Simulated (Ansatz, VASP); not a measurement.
## NbTeS (2H-NbSTe bilayer, like faces together) in two plane-wave programs

Wanted: the spread between two codes on one cell, functional and k mesh. The structure shown is the start of the Ansatz relaxation below; VASP solves that cell, so the two are compared at the walk's first step.

Calculated with Ansatz 0.2.0; plane waves, with VASP 6.6.1 beside it; single point at PBE with D4.

**1. Starting point**

The cell holds 6 atoms: 2 Te, 2 Nb and 2 S. Cell: a = 3.620 Å, b = 3.620 Å, c = 50.758 Å, α = 90.0°, β = 90.0°, γ = 120.0°. Vacuum lies along c.

**2. Ansatz: relaxation, PBE with D4**

Ansatz runs on its default PAW (the set named soft_2) files.

The two programs are compared at the cell with which this relaxation starts, whose forces are those of its first step.

File input.yaml:

```yaml
crystal:
  lattice:
    - [3.620432, 0.0, 0.0]
    - [-1.810216, 3.1353860847, 0.0]
    - [0.0, 0.0, 50.7579885267]
  atoms:
    - { symbol: Te, position: [0.3333333333, 0.6666666667, 0.402892246] }
    - { symbol: Nb, position: [0.0, 0.0, 0.4418102324], spin: 1.0 }
    - { symbol: S, position: [0.3333333333, 0.6666666667, 0.4704480015] }
    - { symbol: Te, position: [0.6666666667, 0.3333333333, 0.597107754] }
    - { symbol: Nb, position: [0.3333333333, 0.6666666667, 0.5581897676], spin: 1.0 }
    - { symbol: S, position: [0.6666666667, 0.3333333333, 0.5295519985] }
  periodic: [true, true, false]
magnetization:
  spin_polarized: true
kpoints:
  mp_grid: { grid: [12, 12, 1] }
hamiltonian:
  xc: pbe
  dispersion: d4
scf:
  occupations: { method: fermi_dirac, width: 0.05 }
  convergence: { dr2_threshold: 1.0e-09 }
relax:
  f_tol: 0.004
  max_steps: 90
  cell: {}
output:
  write_potential: true
  write_density: true
  volumetric_format: npy
```

On the command line:

```console
> ansatz run input.yaml --threads 4 --pin off --max-ram 12288MiB --backend cpu --events-out ev --progress --plain --runs-dir out
```

Numbers of over 12 decimals in the logs are rounded to 6 here.

What it wrote:

```text
Warning: relax.cell: scf.convergence.dr2_threshold = 1e-9 eV is looser than the 1.52153076985e-10 eV advised for a relaxation that steers and ends on the stress (1e-10 eV for each atom of the cell: 6, times the square of relax.cell.stress_2d_tol = 0.05 N/m over 19.9 Å (the atoms' height at the walk's start and 5 Å past either face), 2.518e-2 GPa, over a crystal's default 0.05). What an SCF threshold leaves in a stress goes as its square root, and in the free energy as the threshold itself, and one threshold admits the most on a small cell: [figures from the program's tests cut] Set scf.convergence.dr2_threshold to 1.52153076985e-10 eV or tighter. [rest of the remark cut]
Engine: ansatz 0.2.0, aarch64-unknown-linux-gnu
Pseudopotentials: kind: paw
Pseudopotential: Te, paw, valence charge 16, recommended cutoff 420 eV (normal), Te.paw.azcp
Pseudopotential: Nb, paw, valence charge 13, recommended cutoff 420 eV (normal), Nb.paw.azcp
Pseudopotential: S, paw, valence charge 6, recommended cutoff 420 eV (normal), S.paw.azcp
Functional definition: PBE
  parameter kappa = 0.804
  parameter beta = 0.066725
  exchange = pbe_x(kappa = kappa, mu = beta*pi^2/3)
  correlation = pbe_c(beta = beta)
Crystal: 6 atoms, lattice volume = 576.177 Å³
Basis set: ecut = 420 eV, 11137 PW (Γ), exchange–correlation on 50×50×720 points (8 copies of the dense FFT grid, shifted against one another)
Bands: 44, of which v1, the nominal top of the filled ones, is band 35 counted from 1 (34 counted from 0)
Symmetry: 6 space group operations
Space group: P3m1 (ITA 156), of the structure as read, at distance tolerance 8.3e-5 Å
Magnetic group: BNS 156.49 (UNI 1279), of the structure as read, at distance tolerance 8.3e-5 Å
k-points: 19 of 144 (time reversal used)
Non-local potential: Te, projectors of the file, l = 0: 2, l = 1: 2, l = 2: 2, l = 3: 2
Non-local potential: Nb, projectors of the file, l = 0: 3, l = 1: 2, l = 2: 2, l = 3: 1
Non-local potential: S, projectors of the file, l = 0: 2, l = 1: 2, l = 2: 2
PAW form: soft (Blöchl's): semilocal exchange-correlation on the pseudo side does not see the compensation charge
PAW one-centre angular grid: Te, 590 points (default); XC on 64 Gauss nodes
PAW one-centre angular grid: Nb, 590 points (default); XC on 64 Gauss nodes
PAW one-centre angular grid: S, 110 points (default); XC on 64 Gauss nodes
Initial density: superposition of atomic densities (neutral atoms: chi_scale 0, normalization atom)
Starting moments: Σ|m| = 2 μB on 2 of 6 sites
Initial wavefunctions: pseudopotential atomic-orbital guess
Functional: x = pbe(κ = 0.804, μ = 0.219515), c = pbe(β = 0.066725)
SCF iter   1: F=—  HF=-24875.620578 eV  |F-HF|=—  |Δ(HF+E_count)|=         —  Δρ=1.52e-2 (↑1.52e-2 ↓1.26e-2)  dr2=8.27e0  dr2_m=4.48e-2  M=1.523 μB ∫|m|=1.771 μB  β_m=0.30  ethr=3.10e-3  ⟨swp⟩=17.9  Hψ=11441  notcnv=0
Mixer restart at iter 1: flushing history
preconditioner: auto → LDOS  [metal: Δε(μ)=0.066 eV  Ē_g=7.473 eV  σ=0.050 eV  W_gap=0.31  n_scr=30 (ndim 8)  ℏωp=9.0 eV  f_vac=0.719  D(μ)=2.92/eV (n_scr^D=14)]
spin=Collinear: LDOS preconditioning applied to the charge; magnetization (m = ρ↑ − ρ↓) channel mixes plain (no charge-response kernel on spin).
SCF iter   2: F=—  HF=-24874.745663 eV  |F-HF|=—  |Δ(HF+E_count)|=   8.75e-1  Δρ=9.17e-3 (↑9.17e-3 ↓7.79e-3)  dr2=2.62e0  dr2_m=2.07e-2  M=1.517 μB ∫|m|=1.751 μB  β_m=0.47  ethr=3.10e-3  ⟨swp⟩=3.8  Hψ=3578  notcnv=0  defer=119
SCF iter   3: F=—  HF=-24874.712550 eV  |F-HF|=—  |Δ(HF+E_count)|=   3.31e-2  Δρ=2.97e-3 (↑2.64e-3 ↓2.97e-3)  dr2=1.20e-1  dr2_m=2.96e-3  M=1.471 μB ∫|m|=1.663 μB  β_m=0.56  ethr=3.10e-3  ⟨swp⟩=3.3  Hψ=3101  notcnv=0  defer=119
SCF iter   4: F=—  HF=-24874.732222 eV  |F-HF|=—  |Δ(HF+E_count)|=         —  Δρ=1.50e-3 (↑1.50e-3 ↓1.18e-3)  dr2=2.88e-2  dr2_m=3.29e-3  M=1.393 μB ∫|m|=1.518 μB  β_m=0.56  ethr=1.71e-4  ⟨swp⟩=3.1  Hψ=3344  notcnv=0  defer=123
SCF iter   5: F=—  HF=-24874.739251 eV  |F-HF|=—  |Δ(HF+E_count)|=   7.03e-3  Δρ=5.05e-4 (↑5.05e-4 ↓4.14e-4)  dr2=1.58e-3  dr2_m=7.07e-4  M=1.390 μB ∫|m|=1.494 μB  β_m=0.68  ethr=4.12e-5  ⟨swp⟩=3.1  Hψ=2979  notcnv=0  defer=123
SCF iter   6: F=—  HF=-24874.740471 eV  |F-HF|=—  |Δ(HF+E_count)|=   1.22e-3  Δρ=1.52e-4 (↑1.39e-4 ↓1.52e-4)  dr2=3.74e-4  dr2_m=8.84e-5  M=1.384 μB ∫|m|=1.471 μB  β_m=0.73  ethr=2.26e-6  ⟨swp⟩=3.4  Hψ=3538  notcnv=0  defer=123
[...]
WARN: The output density's exchange-correlation potential varies sharply where the density is thin. Do not read a vacuum level from v_tot or v_xc, or from such a field of the output density. On a cell that repeats whose density bears no net charge and no dipole along the vacuum's axis use v_es (v_loc + v_h of the components); under efield.dipole_correction with no amplitude use v_es + v_field, which holds any externa [...]
an SCF from antiferromagnetic starting moments (0.00, -1.00, 0.00, 0.00, 1.00, 0.00 Bohr magnetons, atom by atom) was not made, so that it is not known whether that order lies lower: the deck asks for what bars it, or types moments that do (magnetization.spin_polarized, in the input reference, names some of the keys), or the run goes by scf.lower_state_search: light, the default, which as a rule tries one only behind [...]
SCF converged after 6 iterations
Magnetization: 1.0750 μB (35.5375 up, 34.4625 down)
Absolute magnetization: 1.0997 μB (∫|ρ↑−ρ↓|, with the PAW one-centre terms)
Spin contamination: 0.0050 ħ² per cell (⟨S²⟩ above its minimum at these occupations)
Per-site moments (μB) at R_I (Å): [(0.016921, 1.162063), (0.249965, 1.013843), (0.039608, 1.013843), (0.015697, 1.161232), (0.245869, 1.014581), (0.037128, 1.014581)]
Free energy (F): -24875.065382 eV
Harris-Foulkes:  -24875.065382 eV  (|F-HF|=1.48e-9)
Internal energy: -24875.022515 eV  (E = F + TS)
E sigma→0 (E₀):  -24875.043948 eV
Entropy (-TS):   -0.042867 eV (-7.145 meV/atom)
Fermi energy:    -4.879228 eV
--- Per-component energies (eV) ---
  E_band       = -1828.486468
  E_kinetic    = 1364.716401
  E_local      = -355877.634770  (includes V_loc(G=0)·N_el)
  E_nonlocal   = -324.581861
  E_hartree    = 177401.979232
  E_xc         = -794.705650
  E_vxc        = -810.204960  (∫ρ·V_xc dr)
  E_paw        = -16672.175986  (= ΣΔE_a)
  E_vpaw       = -984.740562  (= ΣTr[D̂ρ^β])
  E_aug_tail   = -0.000339  (compensation charges beyond the density's cutoff)
  E_ewald      = 170029.446846
  E_disp       = -2.066387  (pairwise vdW)
  E_smearing   = -0.042867  (= −TS)
  E_closure    = -0.000000  (closes the sum)
  Σ components = -24875.065382   (vs F -24875.065382, Δ=0.00e0)
--- Forces (eV/Å), atoms counted from 1 ---
  atom   1  Te    -0.00000000    -0.00000000    -0.00090324
  atom   2  Nb     0.00000000    -0.00000000     0.00172305
  atom   3  S      0.00000000    -0.00000000    -0.00083971
  atom   4  Te    -0.00000000    -0.00000000     0.00068528
  atom   5  Nb    -0.00000000    -0.00000000    -0.00123825
  atom   6  S      0.00000000    -0.00000000     0.00057300
  max |Σ_I F_I| component: 1.26e-7 eV/Å
--- 2D stress c σ (N/m, compression-positive) ---
        0.005558      -0.000000      -0.000000
       -0.000000       0.005558      -0.000000
       -0.000000      -0.000000       0.000000
  P = ½ c Tr σ = 0.0056 N/m
--- Band table (eV; the first three rows and the last of 38) ---
  k-point 0 ↑: bands = [... 31 lower, -5.4337, -5.4170, -5.4170, -4.4350, -3.5232, -2.1997, -2.1997, -2.0376, ... 5 higher]
  k-point 1 ↑: bands = [... 31 lower, -5.5951, -5.5153, -5.4964, -4.4624, -3.8446, -2.2155, -2.1929, -2.1242, ... 5 higher]
  k-point 2 ↑: bands = [... 31 lower, -6.0433, -5.6517, -5.6391, -4.6645, -4.4736, -2.8315, -2.7784, -2.2616, ... 5 higher]
  k-point 18 ↓: bands = [... 31 lower, -7.6288, -6.4909, -6.4461, -4.5269, -4.5171, -3.1372, -3.1150, -1.9384, ... 5 higher]
  the weakly bound empty levels are not read free of the cell's end (no_gap_told)
--- Relaxed structure (7 steps of the walk, 7 accepted, 1 SCFs on fresh bases) ---
  F+E_penalty+E_count = -24875.06538207 eV   max|allowed force component| = 1.723e-3 eV/Å   (the final SCF, on the basis selected at the relaxed cell)
  cell:  # Å, volume = 536.8055 Å³
    - [3.494548, -9.317315207281214e-18, 0]
    - [-1.747274, 3.026367, 0]
    - [0, 0, 50.7579885267]
  atoms:
    - { symbol: Te, position: [0.333333, 0.666667, 0.405278] }
    - { symbol: Nb, position: [-1.850371707681668e-17, -3.392348130790114e-17, 0.444013] }
    - { symbol: S, position: [0.333333, 0.666667, 0.471666] }
    - { symbol: Te, position: [0.666667, 0.333333, 0.594705] }
    - { symbol: Nb, position: [0.333333, 0.666667, 0.556027] }
    - { symbol: S, position: [0.666667, 0.333333, 0.528312] }
```

(Continued in part 2 of 2.)

[Lines on the potential files, build, host, timing and source positions are cut from VASP's logs without a mark.]

[Logs are printed without paths, hosts, clocks, repeated set-up lines and the standing remarks that a program may print on its own settings, such as how far it seeks lower states.]

[Hosts, paths, dates, database ids (printed as entryN), source tags and the programs' standing remarks are cut or masked in the printed files.]
